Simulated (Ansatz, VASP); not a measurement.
# In: VASP beside Ansatz

Aim: how closely do two programs agree when they are given the same cell, functional and k mesh? The cell is taken from a series of runs on this material, whose earlier steps may have relaxed, scaled, displaced or heated it; both programs get it as it stands.

Calculated with Ansatz 0.2.0; plane waves, with VASP 6.6.1 beside it; relaxation of cell and atoms at PBEsol, spin-orbit coupling.

## Step 1: Set-up

It takes space group I4/mmm (No. 139, tetragonal). The conventional cell has a = 3.225 Å, b = 3.225 Å, c = 4.916 Å, α = 90.00°, β = 90.00°, γ = 90.00°. In has 12 In at 3.22 to 3.35 Å nearest.

Coordinates:

```xyz
1
Lattice="-1.6124 1.6124 2.4580 1.6124 -1.6124 2.4580 1.6124 1.6124 -2.4580" Properties=species:S:1:pos:R:3 pbc="T T T"
In    0.0000    0.0000    0.0000
```

## Step 2: VASP: relaxation of cell and atoms, PBEsol, spin-orbit coupling

The relaxed volume is the usual yardstick between codes: in a stiff, nearly cubic crystal its relative difference is about their pressure difference at one cell divided by the bulk modulus.

Lines of VASP's logs that name or quote its potential files are left out, and so is its time.

INCAR reads:

```
SYSTEM = In
PREC = Accurate
ENCUT = 500
EDIFF = 1E-07
NELM = 200
ISMEAR = -1
SIGMA = 0.15
LREAL = .FALSE.
ALGO = Normal
GGA = PS
LNONCOLLINEAR = .TRUE.
MAGMOM = 0 0 0
NBANDS = 24
GGA_COMPAT = .FALSE.
LASPH = .TRUE.
LSORBIT = .TRUE.
LORBIT = 11
LWAVE = .FALSE.
LCHARG = .FALSE.
ISIF = 3
IBRION = 2
NSW = 80
EDIFFG = -0.005
NELMIN = 4
KPAR = 2
```

POSCAR reads:

```
In
1.0
   -1.6123810000      1.6123810000      2.4579840000
    1.6123810000     -1.6123810000      2.4579840000
    1.6123810000      1.6123810000     -2.4579840000
In
1
Direct
    0.0000000000      0.0000000000      0.0000000000
```

KPOINTS reads:

```
Automatic mesh
0
Gamma
22 22 22
0 0 0
```

The projector-augmented-wave data sets are In_d (PBE family, release 64).

Started as:

```bash
$ mpirun -np 2 vasp_ncl
```

Numbers of over 12 decimals in the logs are rounded to 6 here.

The program printed:

```text
[banner, memory and clock lines left out]
running    2 mpi-ranks, on    1 nodes
 distrk:  each k-point on    1 cores,    2 groups
 distr:  one band on    1 cores,    1 groups

 POSCAR found type information on POSCAR In
 POSCAR found :  1 types and       1 ions
|                                                                             |
|               ----> ADVICE to this user running VASP <----                  |
|                                                                             |
|     You enforced a specific xc type in the INCAR file but a different       |
|     [... a line on the potential file left out ...]
|     I HOPE YOU KNOW WHAT YOU ARE DOING!                                     |
|                                                                             |

 LDA part: xc-table for (Slater+PW92), standard interpolation
 POSCAR, INCAR and KPOINTS ok, starting setup
 FFT: planning ... GRIDC
 FFT: planning ... GRID_SOFT
 FFT: planning ... GRID
 WAVECAR not read
 entering main loop
       N       E                     dE             d eps       ncg     rms          rms(c)
DAV:   1     0.110348922031E+03    0.11035E+03   -0.59139E+03 40984   0.146E+03
DAV:   2     0.696877181918E+01   -0.10338E+03   -0.99598E+02 42176   0.349E+02
DAV:   3    -0.275721760365E+01   -0.97260E+01   -0.96654E+01 47640   0.111E+02
DAV:   4    -0.306314912755E+01   -0.30593E+00   -0.30577E+00 50760   0.208E+01
DAV:   5    -0.308084253291E+01   -0.17693E-01   -0.17692E-01 60392   0.412E+00    0.244E+00
DAV:   6    -0.304348468572E+01    0.37358E-01   -0.54593E-02 55664   0.516E+00    0.115E+00
DAV:   7    -0.303658886898E+01    0.68958E-02   -0.13869E-02 58288   0.227E+00    0.417E-01
DAV:   8    -0.303610634621E+01    0.48252E-03   -0.71482E-04 45064   0.352E-01    0.208E-01
DAV:   9    -0.303591219153E+01    0.19415E-03   -0.19356E-04 56984   0.247E-01    0.118E-02
DAV:  10    -0.303591370270E+01   -0.15112E-05   -0.50895E-06 62128   0.349E-02    0.845E-03
DAV:  11    -0.303591418393E+01   -0.48123E-06   -0.54537E-07 49864   0.777E-03    0.164E-03
DAV:  12    -0.303591415690E+01    0.27034E-07   -0.19878E-08 33312   0.192E-03
   1 F= -.30359142E+01 E0= -.30196638E+01  d E =-.303591E+01  mag=    -0.0000    -0.0000    -0.0000
[... from here on, the cycles between the ionic steps are left out ...]
   2 F= -.30359171E+01 E0= -.30196662E+01  d E =-.291060E-05  mag=    -0.0000    -0.0000    -0.0000
   3 F= -.30359248E+01 E0= -.30196723E+01  d E =-.106079E-04  mag=    -0.0000    -0.0000    -0.0000
   4 F= -.30359357E+01 E0= -.30196799E+01  d E =-.215291E-04  mag=     0.0000     0.0000     0.0000
   5 F= -.30359400E+01 E0= -.30196771E+01  d E =-.258260E-04  mag=    -0.0000     0.0000    -0.0000
   6 F= -.30359411E+01 E0= -.30196802E+01  d E =-.269015E-04  mag=    -0.0000     0.0000    -0.0000
   7 F= -.30359398E+01 E0= -.30196816E+01  d E =-.256723E-04  mag=     0.0000    -0.0000     0.0000
   8 F= -.30359410E+01 E0= -.30196813E+01  d E =-.121601E-05  mag=    -0.0000     0.0000     0.0000
   9 F= -.30359444E+01 E0= -.30196803E+01  d E =-.457022E-05  mag=     0.0000    -0.0000    -0.0000
  10 F= -.30359502E+01 E0= -.30196772E+01  d E =-.103236E-04  mag=     0.0000    -0.0000     0.0000
 curvature:  -2.48 expect dE=-0.187E-04 dE for cont linesearch -0.401E-05
 ZBRENT: increasing intervall
 opt :   1.0022  next Energy=    -3.035958 (dE=-0.178E-04)
 bond charge predicted
       N       E                     dE             d eps       ncg     rms          rms(c)
DAV:   1    -0.303628086404E+01   -0.33066E-03   -0.11278E-02 51112   0.117E+00    0.101E-01
DAV:   2    -0.303607193694E+01    0.20893E-03   -0.47813E-04 53392   0.499E-01    0.600E-02
DAV:   3    -0.303595910956E+01    0.11283E-03   -0.14462E-04 68232   0.316E-01    0.140E-02
DAV:   4    -0.303595817202E+01    0.93753E-06   -0.36889E-05 51592   0.805E-02    0.101E-02
DAV:   5    -0.303595804589E+01    0.12613E-06   -0.13103E-06 60424   0.150E-02    0.794E-03
DAV:   6    -0.303595803445E+01    0.11443E-07   -0.56533E-08 28880   0.516E-03
  11 F= -.30359580E+01 E0= -.30196671E+01  d E =-.182052E-04  mag=     0.0000     0.0000     0.0000
 curvature:  -4.61 expect dE=-0.390E-06 dE for cont linesearch -0.311E-06
 trial: gam=-0.03813 g(F)=  0.123E-56 g(S)=  0.846E-07 ort = 0.411E-05 (trialstep = 0.237E+00)
 search vector abs. value=  0.136E-06
 reached required accuracy - stopping structural energy minimisation
```

Parts of OUTCAR (step 2):

```text
ion  position               nearest neighbor table
   1  0.000  0.000  0.000-

  LATTYP: Found a body centered tetragonal cell.
 ALAT       =     3.2247620000
 C/A-ratio  =     1.5244436644

 Subroutine GETGRP returns: Found 16 space group operations
 (whereof 16 operations were pure point group operations)

The static configuration has the point symmetry D_4h.

 Found    834 irreducible k-points:

   k-points           NKPTS =    834   k-points in BZ     NKDIM =    834   number of bands    NBANDS=     24

   dimension x,y,z NGX =    24 NGY =   24 NGZ =   24
   dimension x,y,z NGXF=    48 NGYF=   48 NGZF=   48

   ENCUT  =  500.0 eV  36.75 Ry    6.06 a.u.   6.11  6.11  6.11*2*pi/ulx,y,z

   NELECT =      13.0000    total number of electrons

 k-points in reciprocal lattice and weights: Automatic mesh
   0.00000000  0.00000000  0.00000000       0.000
   0.04545455 -0.00000000  0.00000000       0.001
   0.09090909 -0.00000000  0.00000000       0.001
   0.13636364  0.00000000 -0.00000000       0.001
   0.18181818  0.00000000  0.00000000       0.001
   0.22727273 -0.00000000  0.00000000       0.001
   0.27272727 -0.00000000  0.00000000       0.001
   0.31818182  0.00000000  0.00000000       0.001
   0.36363636  0.00000000  0.00000000       0.001
[...]
-0.45454545 -0.45454545  0.45454545       0.000
   0.50000000  0.50000000  0.50000000       0.000

 average (electrostatic) potential at core
       1 -93.4168

 E-fermi :   7.6145

 k-point     1 :       0.0000    0.0000    0.0000
  band No.  band energies     occupation
    ...
      8      -6.5091      1.00000
      9      -6.4574      1.00000
     10      -6.4574      1.00000
     11      -2.1045      1.00000
     12      -2.1045      1.00000
     13      17.7943      0.00000
     14      17.7943      0.00000
     15      18.6335      0.00000
     16      18.6335      0.00000
     17      18.7526      0.00000
    ...

 k-point     2 :       0.0455   -0.0000    0.0000
  band No.  band energies     occupation
    ...
      8      -6.5084      1.00000
      9      -6.4576      1.00000
     10      -6.4576      1.00000
     11      -2.0585      1.00000
     12      -2.0585      1.00000
     13      17.4577      0.00000
     14      17.4577      0.00000
     15      18.2622      0.00000
     16      18.2622      0.00000
     17      18.5944      0.00000
    ...

 k-point     3 :       0.0909   -0.0000    0.0000
  band No.  band energies     occupation
    ...
      8      -6.5075      1.00000
      9      -6.4565      1.00000
     10      -6.4565      1.00000
     11      -1.9198      1.00000
     12      -1.9198      1.00000
     13      16.2310      0.00000
     14      16.2310      0.00000
     15      17.8396      0.00000
     16      17.8396      0.00000
     17      18.3356      0.00000
    ...

  Total        0.0008952      0.0008952     -0.0003881      0.0000000      0.0000000      0.0000000
  in kB        0.0561279      0.0561279     -0.0243338      0.0000000      0.0000000      0.0000000
  external PRESSURE =       0.0293074 kB  Pullay stress =       0.0000000 kB

  energy-cutoff  :      500.00
  volume of cell :       25.55
      direct lattice vectors                 reciprocal lattice vectors
    -1.618150177  1.618150177  2.439902789     0.000000000  0.308994806  0.204926197
     1.618150177 -1.618150177  2.439902789     0.308994806  0.000000000  0.204926197
     1.618150177  1.618150177 -2.439902789     0.308994806  0.308994806  0.000000000

 POSITION                                       TOTAL-FORCE (eV/Angst)
 -----------------------------------------------------------------------------------
      1.61815      1.61815      2.43990         0.000000      0.000000     -0.000000
 -----------------------------------------------------------------------------------
    total drift:                               -0.000000      0.000000      0.000000

  FREE ENERGIE OF THE ION-ELECTRON SYSTEM (eV)
  ---------------------------------------------------
  free  energy   TOTEN  =        -3.0359580344 eV

  energy  without entropy=       -3.0033762248  energy(sigma->0) =       -3.01966713

 reached required accuracy - stopping structural energy minimisation

 Spin-Orbit-Coupling matrix elements
 Ion:    1  E_soc:     -0.0710386

 total charge
# of ion       s       p       d       tot
------------------------------------------
    1        0.993   0.507   9.852  11.352

 magnetization (x)
# of ion       s       p       d       tot
------------------------------------------
    1       -0.000   0.000   0.000  -0.000

 magnetization (y)
# of ion       s       p       d       tot
------------------------------------------
    1        0.000   0.000   0.000   0.000

 magnetization (z)
# of ion       s       p       d       tot
------------------------------------------
    1       -0.000  -0.000   0.000  -0.000

[... 3 further parts left out ...]
```

CONTCAR:

```
In
   1.00000000000000
    -1.6181501771506106    1.6181501771506106    2.4399027885311972
     1.6181501771506106   -1.6181501771506106    2.4399027885311981
     1.6181501771506106    1.6181501771506106   -2.4399027885311981
  In
     1
Direct
     1.0000000000000000    1.0000000000000000    1.0000000000000000
```

This run has no spin polarisation. Its electron count is odd, so without a moment it is a metal by construction.

(Part 1 of 2 ends here.)

[Lines on the potential files, build, host, timing and source positions are cut from VASP's logs without a mark.]

[Logs are printed without paths, hosts, clocks, repeated set-up lines and the standing remarks that a program may print on its own settings, such as how far it seeks lower states.]

[Hosts, paths, dates, database ids (printed as entryN), source tags and the programs' standing remarks are cut or masked in the printed files.]
